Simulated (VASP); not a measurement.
Data:

```yaml
crystal:
  lattice:
    - [0.00000, 1.78542, 1.78542]
    - [1.78542, 0.00000, 1.78542]
    - [1.78542, 1.78542, 0.00000]
  atoms:
    - { symbol: C, position: [0.00000, 0.00000, 0.00000] }
    - { symbol: C, position: [0.25000, 0.25000, 0.25000] }
```

Method: LDA (Ceperley-Alder, Perdew-Zunger), VASP's LDA PAW potentials (set 64) (plane waves; VASP). Settings: 520 eV cut-off, 13×13×13 Γ-centred mesh, Gaussian smearing of 0.050 eV, potentials C.

The job: C (diamond), 2 atoms, LDA, static run, 520 eV, 13×13×13 Γ-centred mesh. Roughly how much core time does it take on a busy server core?

About 4 core-seconds (one run on a shared machine, a rough figure). It had 84 irreducible k-points, 8 bands, up to 331 plane waves and 11 electronic steps.

The compound is C in the diamond structure. This cell is one point of a volume scan, at 1.03 of the reference volume.
